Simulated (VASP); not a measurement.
Data:

```yaml
crystal:
  lattice:
    - [-3.00755, 3.00755, 2.38104]
    - [3.00755, -3.00755, 2.38104]
    - [3.00755, 3.00755, -2.38104]
  atoms:
    - { symbol: Al, position: [0.65829, 0.15829, 0.81659] }
    - { symbol: Al, position: [0.15829, 0.34171, 0.50000] }
    - { symbol: Al, position: [0.84171, 0.65829, 0.50000] }
    - { symbol: Al, position: [0.34171, 0.84171, 0.18341] }
    - { symbol: Cu, position: [0.75000, 0.75000, 0.00000] }
    - { symbol: Cu, position: [0.25000, 0.25000, 0.00000] }
```

Computed with r2SCAN meta-GGA, VASP's PBE PAW potentials (set 64) (plane waves; VASP). Run with 400 eV cut-off, 9×9×9 Γ-centred mesh, tetrahedra with Blöchl corrections, potentials Al Cu.

Task: Give the energies of bands 7 to 20 at the high-symmetry points, in eV from the Fermi level.

Result: 
| band | Γ | X | M | Z | P | N |
|---|---|---|---|---|---|---|
| 7 | -4.38 | -4.70 | -5.21 | -5.13 | -4.51 | -4.54 |
| 8 | -4.03 | -4.55 | -4.78 | -4.70 | -4.51 | -4.54 |
| 9 | -3.69 | -4.14 | -4.71 | -4.49 | -4.49 | -4.41 |
| 10 | -3.41 | -3.94 | -4.43 | -4.40 | -4.49 | -4.41 |
| 11 | -3.41 | -3.42 | -4.40 | -4.10 | -4.23 | -4.36 |
| 12 | -3.35 | -3.41 | -4.06 | -3.97 | -4.23 | -4.36 |
| 13 | -3.35 | -3.13 | -3.63 | -3.59 | -4.04 | -3.37 |
| 14 | -2.27 | -2.91 | -3.42 | -3.46 | -4.04 | -3.37 |
| 15 | -1.43 | -1.77 | -3.42 | -3.46 | 0.34 | -2.80 |
| 16 | -1.35 | -1.58 | -1.93 | -1.05 | 0.34 | -2.80 |
| 17 | -1.35 | -0.78 | 2.84 | 1.67 | 0.69 | 0.16 |
| 18 | -1.01 | -0.66 | 3.08 | 1.84 | 0.69 | 0.16 |
| 19 | -0.11 | 0.73 | 3.08 | 1.84 | 1.81 | 4.28 |
| 20 | 0.04 | 1.29 | 3.52 | 2.28 | 1.81 | 4.28 |

It has no gap at this level: it comes out as a metal or semimetal.

The compound is Al2Cu in the sg140 structure. It was relaxed first.
